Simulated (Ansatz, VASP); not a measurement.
This is a calculation of GeBi3 for Ansatz 0.2.0. The cell comes from a database or a generator and needn't be the stable form of this composition.

Contents of input.yaml:

```yaml
crystal:
  lattice:
    - [0.0, 3.866821, 3.866821]
    - [3.866821, 0.0, 3.866821]
    - [3.866821, 3.866821, 0.0]
  atoms:
    - { symbol: Bi, position: [0.5, 0.5, 0.5] }
    - { symbol: Bi, position: [0.75, 0.75, 0.75] }
    - { symbol: Bi, position: [0.25, 0.25, 0.25] }
    - { symbol: Ge, position: [0.0, 0.0, 0.0] }
hamiltonian:
  xc: pbe
  pseudopotentials: { kind: paw }
kpoints:
  mp_grid: { grid: [6, 6, 6] }
scf:
  occupations: { method: fermi_dirac, width: 0.05 }
output:
  forces: true
  stress: true
  eigenvalues: true
```

Potentials or basis: Ansatz PAW.

Launch:

```console
$ ansatz run input.yaml --threads 2 --pin off --max-ram 5120MiB --backend cpu --events-out ev --progress --plain --runs-dir out
```

Task: What does the same run look like in VASP 6.6.1? Potentials or basis there: PBE PAW files Bi_d, Ge_d, 520 eV.

Result: As run (cutoffs and basis follow the program's own potentials, and thresholds, step limits or extra output files can differ):

INCAR

```
PREC = Accurate
ENCUT = 520
EDIFF = 1E-7
ISMEAR = -1
SIGMA = 0.05
LREAL = F
LASPH = T
NELM = 60
ALGO = Normal
ISIF = 2
LWAVE = F
LCHARG = T
GGA = PE
LELF = T
LVHAR = T
NBANDS = 38
```

KPOINTS

```
regular mesh
0
Gamma
  6 6 6
```

File POSCAR:

```
GeBi3
1.0
    0.0000000000      3.8668210000      3.8668210000
    3.8668210000      0.0000000000      3.8668210000
    3.8668210000      3.8668210000      0.0000000000
Bi Ge
3 1
Direct
    0.5000000000      0.5000000000      0.5000000000
    0.7500000000      0.7500000000      0.7500000000
    0.2500000000      0.2500000000      0.2500000000
    0.0000000000      0.0000000000      0.0000000000
```

Potentials or basis: VASP PAW PBE potentials, release 64 (Bi_d, Ge_d).

The run is started by

```sh
$ cat potpaw_PBE.64/Bi_d/POTCAR potpaw_PBE.64/Ge_d/POTCAR > POTCAR
$ mpirun -np 1 vasp_std > vasp.out
```

Both were run:

|  | Ansatz | VASP |
| --- | --- | --- |
| Pressure | 1.1 GPa | 1.0 GPa |

Ansatz's pressure holds a Pulay term of +0.03 GPa for its cutoff of 420 eV, which the other run lacks.

Where Ansatz's input types no cutoff or centring, it takes its own default and a Γ-centred mesh.

Pressure is positive in compression.
